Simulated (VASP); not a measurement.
Data:

```yaml
crystal:
  lattice:
    - [2.98691, 0.00000, 0.00000]
    - [-1.49345, 2.58674, 0.00000]
    - [0.00000, 0.00000, 5.41581]
  atoms:
    - { symbol: Pd, position: [0.00000, 0.00000, 0.00000] }
    - { symbol: Pd, position: [0.00000, 0.00000, 0.50000] }
    - { symbol: C, position: [0.33333, 0.66667, 0.25000] }
    - { symbol: C, position: [0.66667, 0.33333, 0.75000] }
```

These are PBEsol GGA, VASP's PBE PAW potentials (set 64) (plane waves; VASP) values and carry that method's errors. Numerical set-up: 520 eV cut-off, Gaussian smearing of 0.050 eV, potentials Pd C.

Question: What does the run give for the band gap (along the path) with the smallest direct gap where there is one?

Answer: 
```json
{
 "band gap (along the path)": "none (metal, semimetal or under 0.01 eV)"
}
```

Total energies compare only between runs with the same potentials, cut-off and functional.

The structure was generated: PdC was put into the NiAs type type (P6_3/mmc), which need not be its known phase. It was relaxed first, which changed the volume by -14 %.
